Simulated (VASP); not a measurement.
HfS$_{2}$ (1T layered): computed properties

Method: LDA (Ceperley-Alder, Perdew-Zunger), VASP's LDA PAW potentials (set 64) (plane waves; VASP).

```
Quantity                                                                                               Value
-----------------------------------------------  -----------------------------------------------------------
space group                                                                                      P-3m1 (164)
cell                                             a = b = 3.5585 Å, c = 5.6858 Å, α = β = 90.00°, γ = 120.00°
volume per atom                                                                                20.78 Å³/atom
band gap (over mesh and band path)                                                                   0.63 eV
smallest direct gap (over mesh and band path)                                                        1.59 eV
band-edge character without spin-orbit coupling                                   indirect, Γ-M at 0.11 to L
band gap with spin-orbit coupling                                                                    0.59 eV
density                                                                                           6.46 g/cm³
optical Γ-point spectrum                                                   155 (×2), 265 (×2), 307, 333 cm⁻¹
```

HfS₂ has the trigonal space group P-3m1 (No. 164), the CdI2 type structure, Pearson symbol hP3. Conventional cell: a = 3.558 Å, b = 3.558 Å, c = 5.686 Å, α = 90.00°, β = 90.00°, γ = 120.00°. Hf on 1a is coordinated by 6 S at 2.509 Å (octahedral). S on 2d is surrounded by 3 Hf at 2.509 Å (trigonal pyramidal). (Neighbours: up to the widest gap in distance over summed covalent radii, below 1.35, at either atom; cation-cation and far metal-metal contacts left out.)

Measured: gap 1.80 eV (computed value off by -1.17 eV), as given by Miłosz Rybak et al., Nanomaterials (2022), arXiv:2210.12074; a 3.635 Å (computed value off by -2.1 %), as given by Torbjörn Björkman, The Journal of Chemical Physics (2014), arXiv:1406.2436; c 5.830 Å (computed value off by -2.5 %), as given by Torbjörn Björkman, The Journal of Chemical Physics (2014), arXiv:1406.2436 [zero-point anharmonic expansion removed (computed with revB86b-DF2); no thermal correction]. The calculation is for a static lattice, while the measured a holds thermal and zero-point effects, which are part of the difference.   Unless said otherwise, spin-orbit coupling is left out, though it shifts the bands of the heavy elements here.

The compound is HfS2 in the 1T layered structure. It was relaxed first, which changed the volume by -7 %. Symmetry was kept, so distortions that lower it aren't found.
